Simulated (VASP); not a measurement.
Energy against volume of Ni (fcc). All values below come from revTPSS meta-GGA, VASP's PBE PAW potentials (set 64) (plane waves; VASP 6.6.1). Settings: 520 eV cut-off, 18×18×18 Γ-centred mesh, first-order Methfessel-Paxton smearing of 0.10 eV, potentials Ni.

| V (Å³/atom) | E (eV/atom) |
|---|---|
| 10.017 | -1.71157 |
| 10.327 | -1.71973 |
| 10.637 | -1.71395 |
| 10.947 | -1.69652 |

Task: Fit these four points and predict the energy of the run at 9.708 Å³/atom.

Result: A cubic in V^(−2/3), the third-order Birch-Murnaghan form, passes through the four points with V0 = 10.34 Å³/atom and B0 = 237 GPa, and gives -1.6868 eV/atom there. The run gave -1.6868 eV/atom, -0.0 meV/atom from the fit; all five points give B0 = 237 GPa.

The compound is Ni in the fcc structure. It was relaxed first, which changed the volume by -5 %.
